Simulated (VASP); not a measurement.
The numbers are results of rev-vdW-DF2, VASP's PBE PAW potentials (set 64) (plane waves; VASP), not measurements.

A VASP calculation is set up with these files.

### KPOINTS
```
kpoints
0
G
  10 10 10
```

**INCAR**
```
# general
SYSTEM   = NaF
PREC     = Accurate
ENCUT    = 520   # plane-wave cut-off (eV)
LREAL    = .False.   # projection in real space or not
LASPH    = .True.   # aspherical one-centre terms

# electronic loop
EDIFF    = 1E-7
NELM     = 100   # most electronic steps
ALGO     = Normal   # blocked Davidson

# smearing
ISMEAR   = 0
SIGMA    = 0.05   # width (eV)

# functional
GGA      = MK
LUSE_VDW = .True.
AGGAC    = 0.0
PARAM1   = 0.1234568
PARAM2   = 0.7114
ZAB_VDW  = -1.8867

# ions
ISIF     = 2   # forces and stress, cell fixed

# output
LWAVE    = .False.
LCHARG   = .False.
```

File POSCAR:
```
NaF
1
    0.0000000000     2.3423694200     2.3423694200
    2.3423694200     0.0000000000     2.3423694200
    2.3423694200     2.3423694200     0.0000000000
Na F
1 1
Direct
  0.0000000000   0.0000000000   0.0000000000
  0.5000000000   0.5000000000   0.5000000000
```

POTCAR, in this order: Na_pv F (PBE.64 set). Program: vasp_std.

**Question.** What does the run give for the energy per atom (σ→0), pressure, band gap (on the k-mesh)?

**Answer.** 
| Quantity | Value |
|---|---|
| energy per atom (σ→0) | -2.567 eV/atom |
| band gap (on the k-mesh) | 6.11 eV |
| pressure | -1.25 GPa |

File OSZICAR:
```
...
DAV:   8    -0.513333706426E+01    0.53274E-02   -0.27030E-02  1058   0.454E+00    0.122E-01
DAV:   9    -0.513394960216E+01   -0.61254E-03   -0.33379E-03  1160   0.661E-01    0.889E-02
DAV:  10    -0.513386862196E+01    0.80980E-04   -0.54970E-04  1079   0.268E-01    0.606E-03
DAV:  11    -0.513386745660E+01    0.11654E-05   -0.20223E-05  1163   0.110E-01    0.287E-03
DAV:  12    -0.513386779939E+01   -0.34280E-06   -0.12956E-06  1082   0.211E-02    0.140E-03
DAV:  13    -0.513386754693E+01    0.25246E-06   -0.30010E-07  1073   0.649E-03    0.693E-04
DAV:  14    -0.513386752879E+01    0.18145E-07   -0.36071E-08   577   0.304E-03
   1 F= -.51338675E+01 E0= -.51338675E+01  d E =-.282830E-20
```

The compound is NaF in the rock salt structure. This cell is one point of a volume scan, at 1.03 of the reference volume.
